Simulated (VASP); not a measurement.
Data:

```
CuCl
1.0
    3.80862     0.00000     0.00000
   -3.80862     3.80862     0.00000
    0.00000     0.00000    19.46750
Cl Cu
4 4
Direct
  0.50000   0.00000   0.25684
  0.50000   0.50000   0.39579
  0.50000   0.00000   0.53474
  0.50000   0.50000   0.67369
  0.00000   0.00000   0.46526
  0.00000   0.50000   0.32631
  0.00000   0.00000   0.74316
  0.00000   0.50000   0.60421
```

Method: PBE GGA, VASP's PBE PAW potentials (set 64) (plane waves; VASP). Run with 300 eV cut-off, 7×7×1 Γ-centred mesh, first-order Methfessel-Paxton smearing of 0.10 eV, potentials Cl Cu.

The cell holds a wide vacuum, so values per volume refer to the whole cell.

Question: Estimate the energy per atom (σ→0), band gap (on the k-mesh) with the smallest direct gap where there is one.

Answer: 
```yaml
band gap (on the k-mesh): none (metal, semimetal or under 0.01 eV)
energy per atom (σ→0): -2.950 eV/atom
```

Total energies compare only between runs with the same potentials, cut-off and functional.

The cell is a sheet with vacuum, built from a generated structure.
